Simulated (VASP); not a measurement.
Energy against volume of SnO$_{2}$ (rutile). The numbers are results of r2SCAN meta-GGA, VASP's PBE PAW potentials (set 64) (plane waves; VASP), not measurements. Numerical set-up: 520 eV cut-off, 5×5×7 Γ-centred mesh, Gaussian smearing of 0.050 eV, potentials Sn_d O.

Shape and ions are relaxed at each volume.

| V (Å³/atom) | E (eV/atom) |
|---|---|
| 11.414 | -14.07216 |
| 11.778 | -14.09705 |
| 12.142 | -14.10522 |
| 12.506 | -14.09947 |

Task: Fit these four points and predict the energy of the run at 12.871 Å³/atom.

Result: A cubic in V^(−2/3), the third-order Birch-Murnaghan form, passes through the four points with V0 = 12.16 Å³/atom and B0 = 202 GPa, and gives -14.0821 eV/atom there. The run gave -14.0822 eV/atom, -0.1 meV/atom from the fit; all five points give B0 = 201 GPa.

The compound is SnO2 in the rutile structure. It was relaxed first.
